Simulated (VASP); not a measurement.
Crystal: Bi.

```
CELL_PARAMETERS angstrom
2.26750 1.30914 3.93800
-2.26750 1.30914 3.93800
0.00000 -2.61828 3.93800
ATOMIC_POSITIONS crystal
Bi 0.23400 0.23400 0.23400
Bi 0.76600 0.76600 0.76600
```

```yaml
Program: VASP 6.6.1
Task: relaxation of cell and atoms
Functional: r2SCAN
Potentials_or_basis: VASP PAW PBE potentials, release 64 (Bi_d)
Cutoff: 600 eV
k_mesh: 10 × 10 × 10
Occupations: methfessel-paxton, width 0.1 eV
Spin: no spin polarisation
```

At the start: pressure 1.3 GPa; volume 35.07 Å³/atom.

Where does the relaxation end?

Over 10 steps the energy falls by 6.7 meV/atom and the volume is 36.67 Å³/atom (+4.5 %); space group R-3m (No. 166, to 0.05 Å).

The path:
| step | energy change (eV) | largest force (eV/Å) | pressure (GPa) | volume (Å³) |
| --- | --- | --- | --- | --- |
| 1 | 0.0000 | 0.0431 | 1.27 | 70.14 |
| 2 | -0.0054 | 0.1656 | -0.65 | 73.00 |
| 3 | -0.0075 | 0.0955 | 0.00 | 72.00 |
| 4 | -0.0075 | 0.1005 | 0.00 | 72.04 |
| 5 | -0.0092 | 0.0831 | -0.06 | 72.23 |
| 6 | -0.0126 | 0.0351 | -0.02 | 72.79 |
| 7 | -0.0117 | 0.0812 | 0.14 | 73.89 |
| 8 | -0.0135 | 0.0137 | 0.04 | 73.26 |
| 9 | -0.0134 | 0.0137 | -0.11 | 73.48 |
| 10 | -0.0135 | 0.0062 | -0.01 | 73.33 |

Final structure:
```
Bi
1.0
     2.26844    1.30968    4.11375
    -2.26844    1.30968    4.11375
     0.00000   -2.61937    4.11375
Bi
2
Cartesian
  0.0000 0.0000 2.8599
  0.0000 0.0000 9.4813
```

Caveat: the PAW data sets were made with another functional, which shifts forces and pressure a little.
